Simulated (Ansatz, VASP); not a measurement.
CaSiAu in VASP and in Ansatz

INCAR

```
PREC     = Accurate       # precision mode
ENCUT    = 520            # plane-wave cutoff, eV
EDIFF    = 1E-7           # SCF threshold, eV
ISMEAR   = 0              # smearing method
SIGMA    = 0.05           # smearing width, eV
LREAL    = F              # projectors in reciprocal space
LASPH    = T              # aspherical terms in the spheres
NELM     = 60             # most SCF steps
ALGO     = Normal         # electronic algorithm
ISIF     = 2              # what is computed and relaxed
LWAVE    = F              # write WAVECAR
LCHARG   = F              # write CHGCAR
GGA      = CA             # functional
NBANDS   = 20             # bands
```

File KPOINTS:

```
regular mesh
0
Gamma
  9 9 8
```

POSCAR

```
CaSiAu
1.0
    4.3275936236      0.0000000000      0.0000000000
   -2.1637968118      3.7478060153      0.0000000000
    0.0000000000      0.0000000000      3.9424951600
Ca Si Au
1 1 1
Direct
    0.3333333300      0.6666666700      0.0000000000
    0.0000000000      0.0000000000      0.5000000000
    0.6666666700      0.3333333300      0.5000000000
```

Input for Ansatz:

```yaml
crystal:
  lattice:
    - [4.3275936236, 0.0, 0.0]
    - [-2.1637968118, 3.7478060153, 0.0]
    - [0.0, 0.0, 3.94249516]
  atoms:
    - { symbol: Ca, position: [0.33333333, 0.66666667, 0.0] }
    - { symbol: Si, position: [0.0, 0.0, 0.5] }
    - { symbol: Au, position: [0.66666667, 0.33333333, 0.5] }
basis:
  ecutwfc: 420
  fft_grid_basis: typed
kpoints:
  mp_grid: { grid: [9, 9, 8] }
hamiltonian:
  xc: lda
  pseudopotentials: { kind: paw }
scf:
  occupations: { method: gaussian, width: 0.05 }
output:
  forces: true
  stress: true
  eigenvalues: true
  bader: true
  write_density: true
  volumetric_format: npy
  elf: true
```

The cell comes from a database or a generator and needn't be the stable form of this composition.

Alike in both runs: task single point; functional LDA; k mesh 9 × 9 × 8; occupations gaussian, width 0.05 eV; no spin polarisation.

|  | VASP | Ansatz |
| --- | --- | --- |
| version | VASP 6.6.1 | Ansatz 0.2.0 |
| potentials or method | VASP PAW LDA potentials, release 64 (Ca_sv, Si, Au) | scalar-relativistic, plane waves, PAW |
| plane-wave cutoff (eV) | 520 | 420 |
| valence electrons in the cell | 25 | 33 |

```csv
,VASP,Ansatz,Ansatz less VASP
gap on the k mesh at the Fermi level (eV),none,none,-
pressure (GPa),-4.3,-4.5,-0.27
largest component of the traceless stress (GPa),1.10,1.23,+0.133
```

A gap of «none» marks a metal or a gap that the smearing closes. The two sets of potentials don't hold the same shells in valence.

Spin-orbit coupling is left out, which matters for the levels of Au.
